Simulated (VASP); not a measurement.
Shape and ions are relaxed at each volume.

Input:

```
AlN
1.0
    1.55703    -2.69686     0.00000
    1.55703     2.69686     0.00000
    0.00000     0.00000     4.98433
Al N
2 2
Direct
  0.66667   0.33333   0.50003
  0.33333   0.66667   0.00003
  0.66667   0.33333   0.88197
  0.33333   0.66667   0.38197
```

These are PBEsol GGA, VASP's PBE PAW potentials (set 64) (plane waves; VASP) values and carry that method's errors. Numerical set-up: 520 eV cut-off, 10×10×6 Γ-centred mesh, Gaussian smearing of 0.050 eV, potentials Al N.

Task: Give the energy at these volumes per atom, relative to the lowest: 9.83, 10.15, 10.46, 10.77, 11.09 Å³.

Result: 26.5, 6.4, 0.0, 5.5, 21.2 meV/atom. A third-order Birch-Murnaghan fit gives B0 = 201 GPa and B0′ = 3.9.

Measured: bulk modulus 208 GPa (computed value off by -3.2 %), as given by J. Phys. Chem. B 108, 11506, doi 10.1021/jp048396e, abstract (bulk AlN value quoted). The calculation is for a static lattice, while the measured bulk modulus holds thermal and zero-point effects, which are part of the difference.

The compound is AlN in the wurtzite structure. It was relaxed first.
